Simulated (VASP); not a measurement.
Input of a VASP 6.6.1 run:

Contents of INCAR:

```
  ALGO = Normal
  EDIFF = 1E-7
  ENCUT = 520
  GGA = PE
  ISIF = 2
  ISMEAR = -1
  LASPH = True
  LCHARG = False
  LREAL = False
  LWAVE = False
  NBANDS = 30
  NELM = 60
  PREC = Accurate
  SIGMA = 0.05
```

Contents of KPOINTS:

```
k-points
0
Gamma
  5 5 6
```

POSCAR

```
Li3Sc
1.0
    6.2314559140      0.0000000000      0.0000000000
   -3.1157279570      5.3965991241      0.0000000000
    0.0000000000      0.0000000000      4.9326660000
Sc Li
2 6
Direct
    0.3333333333      0.6666666667      0.7500000000
    0.6666666667      0.3333333333      0.2500000000
    0.1608700050      0.3217400100      0.2500000000
    0.1608700050      0.8391299950      0.2500000000
    0.6782599900      0.8391299950      0.2500000000
    0.8391299950      0.6782599900      0.7500000000
    0.8391299950      0.1608700050      0.7500000000
    0.3217400100      0.1608700050      0.7500000000
```

Potentials or basis: VASP PAW PBE potentials, release 64 (Sc_sv, Li_sv).

Launch:

```bash
$ cat potpaw_PBE.64/Sc_sv/POTCAR potpaw_PBE.64/Li_sv/POTCAR > POTCAR
$ mpirun -np 1 vasp_std > vasp.out
```

(1) Predict the band gap on the k mesh.

(2) What does it give for the largest force?

## Answers

(1) none (metal or under the smearing width).

(2) 0.030 eV/Å.
